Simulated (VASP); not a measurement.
Input:

```yaml
crystal:
  lattice:
    - [0.00000, 2.42145, 2.42145]
    - [2.42145, 0.00000, 2.42145]
    - [2.42145, 2.42145, 0.00000]
  atoms:
    - { symbol: B, position: [0.00000, 0.00000, 0.00000] }
    - { symbol: As, position: [0.25000, 0.25000, 0.25000] }
```

Method: PBE GGA, VASP's PBE PAW potentials (set 64) (plane waves; VASP). Run with PREC = Normal, 500 eV cut-off, 4×4×4 Γ-centred mesh, Gaussian smearing of 0.010 eV, potentials B_GW As_GW.

Give the stress tensor in GPa (positive for a compressed cell).

```
-1.67   0.00   0.00
 0.00  -1.67   0.00
 0.00   0.00  -1.67
```
The pressure is its mean diagonal, -1.67 GPa.

The compound is BAs in the zinc blende structure. This cell is one point of a volume scan, at 1.04 of the reference volume. The k-mesh is coarse (spacing up to 0.56 per Å, 2π included), so the numbers may not be converged in it.
